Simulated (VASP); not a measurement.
Computed with vdW-DF-cx, VASP's PBE PAW potentials (set 64) (plane waves; VASP).

A VASP calculation is set up with these files.

File KPOINTS:
```
k-points along high-symmetry lines
10
Line-mode
Reciprocal
  0.000000   0.000000   0.000000 ! GAMMA
  0.000000   0.500000   0.000000 ! M

  0.000000   0.500000   0.000000 ! M
 -0.333333   0.666667   0.000000 ! K

 -0.333333   0.666667   0.000000 ! K
  0.000000   0.000000   0.000000 ! GAMMA

  0.000000   0.000000   0.000000 ! GAMMA
  0.000000   0.000000   0.500000 ! A

  0.000000   0.000000   0.500000 ! A
  0.000000   0.500000   0.500000 ! L

  0.000000   0.500000   0.500000 ! L
 -0.333333   0.666667   0.500000 ! H

 -0.333333   0.666667   0.500000 ! H
  0.000000   0.000000   0.500000 ! A

  0.000000   0.500000   0.500000 ! L
  0.000000   0.500000   0.000000 ! M

 -0.333333   0.666667   0.500000 ! H
 -0.333333   0.666667   0.000000 ! K
```

POSCAR:
```
Hf
1
    1.5814506620    -2.7391528591    -0.0000000000
    1.5814506620     2.7391528591    -0.0000000000
    0.0000000000     0.0000000000     5.0015313453
Hf
2
Direct
  0.3333330000   0.6666670000   0.2500000000
  0.6666670000   0.3333330000   0.7500000000
```

### INCAR
```
! general
SYSTEM   = Hf
PREC     = Accurate
ENCUT    = 520   ! plane-wave cut-off (eV)
LREAL    = F   ! projection in real space or not
LASPH    = T   ! aspherical one-centre terms
ICHARG   = 11   ! fixed density

! electronic loop
EDIFF    = 1E-7   ! SCF stop (eV)
NELM     = 100
ALGO     = Normal
LMAXMIX  = 6   ! l cut-off of mixed one-centre charges

! smearing
ISMEAR   = 0   ! Gaussian
SIGMA    = 0.05   ! width (eV)

! functional
GGA      = CX
LUSE_VDW = T
AGGAC    = 0.0

! output
LWAVE    = F
LCHARG   = F
LORBIT   = 11   ! lm-projected
```

POTCAR, in this order: Hf_pv (PBE.64 set). Program: vasp_std. Read from the step before: CHGCAR.

The resulting files:

**OSZICAR**
```
       N       E                     dE             d eps       ncg     rms          rms(c)
DAV:   1     0.539490398878E+02    0.53949E+02   -0.11952E+04  2536   0.137E+03
DAV:   2    -0.134921862647E+02   -0.67441E+02   -0.65834E+02  3180   0.272E+02
DAV:   3    -0.155901786483E+02   -0.20980E+01   -0.20501E+01  3408   0.319E+01
DAV:   4    -0.156123254514E+02   -0.22147E-01   -0.21870E-01  2972   0.397E+00
DAV:   5    -0.156127005563E+02   -0.37510E-03   -0.37489E-03  3446   0.408E-01
DAV:   6    -0.156127083257E+02   -0.77694E-05   -0.77695E-05  3104   0.549E-02
DAV:   7    -0.156127086351E+02   -0.30939E-06   -0.30910E-06  3360   0.804E-03
DAV:   8    -0.156127086456E+02   -0.10503E-07   -0.10158E-07  2678   0.135E-03
   1 F= -.15612709E+02 E0= -.15610995E+02  d E =-.342740E-02
```

File OUTCAR:
```
 val. band max:        5.1423081389   @ k =  -0.3333   0.6667   0.2222

 cond. band min:       5.1510130897   @ k =  -0.0741   0.1481   0.0000



 k-point     1 :       0.0000    0.0000    0.0000
  band No.  band energies     occupation
      1     -26.0195      2.00000
      2     -25.1873      2.00000
      3     -25.1873      2.00000
      4     -25.0513      2.00000
      5     -25.0453      2.00000
      6     -25.0453      2.00000
      7      -2.4684      2.00000
      8       1.2089      2.00000
      9       5.8162      0.00000
     10       6.1957      0.00000
     11       6.1957      0.00000
     12       6.4908      0.00000
     13       7.0545      0.00000
     14       7.0545      0.00000

 k-point     2 :       0.0000    0.0556    0.0000
  band No.  band energies     occupation
      1     -26.0106      2.00000
      2     -25.2066      2.00000
      3     -25.1938      2.00000
      4     -25.0658      2.00000
      5     -25.0554      2.00000
      6     -25.0478      2.00000
      7      -2.3707      2.00000
      8       1.3055      2.00000
      9       5.6756      0.00000
     10       5.9017      0.00000
     11       6.2873      0.00000
     12       6.7236      0.00000
     13       6.9478      0.00000
     14       7.1419      0.00000

 k-point     3 :       0.0000    0.1111    0.0000
  band No.  band energies     occupation
      1     -25.9843      2.00000
      2     -25.2622      2.00000
      3     -25.2122      2.00000
      4     -25.1240      2.00000
      5     -25.0677      2.00000
      6     -25.0553      2.00000
      7      -2.0841      2.00000
      8       1.5822      2.00000
      9       5.2960      0.00002
     10       5.4403      0.00000
     11       6.5601      0.00000
     12       6.6396      0.00000
     13       7.0767      0.00000
     14       7.2839      0.00000

 k-point     4 :       0.0000    0.1667    0.0000
  band No.  band energies     occupation
      1     -25.9421      2.00000
...
```

The density is held fixed in this step, so its total energy and stress have no physical meaning. Unless said otherwise, spin-orbit coupling is left out, though it shifts the bands of the heavy elements here.

The compound is Hf in the hcp structure. It was relaxed first.
